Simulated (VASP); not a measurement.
Output of a VASP run:

OSZICAR:
```
       N       E                     dE             d eps       ncg     rms          rms(c)
DAV:   1     0.683119391795E+03    0.68312E+03   -0.25208E+04  2800   0.202E+03
DAV:   2     0.438564694711E+02   -0.63926E+03   -0.61896E+03  3060   0.585E+02
DAV:   3    -0.668158933350E+02   -0.11067E+03   -0.10881E+03  4344   0.215E+02
DAV:   4    -0.717004476094E+02   -0.48846E+01   -0.48799E+01  3764   0.478E+01
DAV:   5    -0.718962720865E+02   -0.19582E+00   -0.19578E+00  3964   0.776E+00    0.318E+01
DAV:   6    -0.546529858674E+02    0.17243E+02   -0.12483E+02  3384   0.104E+02    0.124E+01
DAV:   7    -0.541775174078E+02    0.47547E+00   -0.20049E+01  3524   0.352E+01    0.781E+00
DAV:   8    -0.541874405938E+02   -0.99232E-02   -0.55893E+00  3524   0.210E+01    0.467E+00
DAV:   9    -0.539514094033E+02    0.23603E+00   -0.21028E+00  3548   0.123E+01    0.113E+00
DAV:  10    -0.539613578940E+02   -0.99485E-02   -0.10128E-01  3480   0.258E+00    0.217E-01
DAV:  11    -0.539612419943E+02    0.11590E-03   -0.50597E-03  3784   0.504E-01    0.102E-01
DAV:  12    -0.539611648199E+02    0.77174E-04   -0.59108E-04  3764   0.152E-01    0.567E-02
DAV:  13    -0.539611330028E+02    0.31817E-04   -0.15322E-04  3904   0.969E-02    0.891E-03
DAV:  14    -0.539611341314E+02   -0.11287E-05   -0.79997E-06  3732   0.234E-02    0.526E-03
DAV:  15    -0.539611344212E+02   -0.28973E-06   -0.17151E-06  3652   0.107E-02    0.149E-03
DAV:  16    -0.539611344096E+02    0.11621E-07   -0.23189E-07  2556   0.415E-03
   1 F= -.53961134E+02 E0= -.53961134E+02  d E =0.000000E+00
```

**OUTCAR**
```
------------------------ aborting loop because EDIFF is reached ----------------------------------------
  FORCE on cell =-STRESS in cart. coord.  units (eV):
  Direction    XX          YY          ZZ          XY          YZ          ZX
  --------------------------------------------------------------------------------------
  Total        0.0012838      0.0012838     -0.0821422     -0.0000000      0.0000000      0.0000000
  in kB        0.0321677      0.0321677     -2.0581560     -0.0000000      0.0000000      0.0000000
  external PRESSURE =      -0.6646069 kB  Pullay stress =       0.0000000 kB
  volume of cell :       63.94
      direct lattice vectors                 reciprocal lattice vectors
     4.641157208  0.000000000  0.000000000     0.215463505  0.000000000  0.000000000
     0.000000000  4.641157208  0.000000000     0.000000000  0.215463505  0.000000000
     0.000000000  0.000000000  2.968561366     0.000000000  0.000000000  0.336863509
 POSITION                                       TOTAL-FORCE (eV/Angst)
 -----------------------------------------------------------------------------------
      0.00000      0.00000      0.00000         0.000000     -0.000000     -0.000000
      2.32058      2.32058      1.48428         0.000000     -0.000000     -0.000000
      1.41482      1.41482      0.00000         0.005400      0.005400      0.000000
      3.73540      0.90576      1.48428         0.005400     -0.005400     -0.000000
      0.90576      3.73540      1.48428        -0.005400      0.005400     -0.000000
      3.22634      3.22634      0.00000        -0.005400     -0.005400     -0.000000
 -----------------------------------------------------------------------------------
    total drift:                               -0.000000      0.000000      0.000000
  FREE ENERGIE OF THE ION-ELECTRON SYSTEM (eV)
  ---------------------------------------------------
  free  energy   TOTEN  =       -53.9611344096 eV

  energy  without entropy=      -53.9611344096  energy(sigma->0) =      -53.96113441

 total charge

# of ion       s       p       d       tot
------------------------------------------
    1        2.215   6.285   1.696  10.197
    2        2.215   6.285   1.696  10.197
    3        1.568   3.490   0.000   5.058
    4        1.568   3.490   0.000   5.058
    5        1.568   3.490   0.000   5.058
    6        1.568   3.490   0.000   5.058
--------------------------------------------------
tot         10.704  26.531   3.393  40.627
```
(Selected blocks of OUTCAR.)

File POSCAR:
```
TiO2
1
    4.6411572083     0.0000000000     0.0000000000
   -0.0000000000     4.6411572083     0.0000000000
    0.0000000000     0.0000000000     2.9685613664
Ti O
2 4
Direct
  0.0000000000   1.0000000000   0.0000000000
  0.5000000000   0.5000000000   0.5000000000
  0.3048417183   0.3048417183   0.0000000000
  0.8048417183   0.1951582817   0.5000000000
  0.1951582817   0.8048417183   0.5000000000
  0.6951582817   0.6951582817   1.0000000000
```

Task: Write an INCAR and KPOINTS that could have produced this output.

Result: One answer among several that fit: the input of the run itself, PW91 GGA, plane waves, VASP's PBE PAW potentials (set 64).

### KPOINTS
```
Regular mesh
0
Gamma
  6 6 8
```

### INCAR
```
SYSTEM = TiO2
PREC = Accurate; ENCUT = 520; LREAL = F
LASPH = T
EDIFF = 1E-7; NELM = 100; ALGO = Normal
LMAXMIX = 4
ISMEAR = -5
GGA = 91
ISIF = 2
LWAVE = F; LCHARG = T; LORBIT = 11
NEDOS = 601
```

POTCAR, in this order: Ti_sv O (PBE.64 set). Program: vasp_std.

The compound is TiO2 in the rutile structure. It was relaxed first.
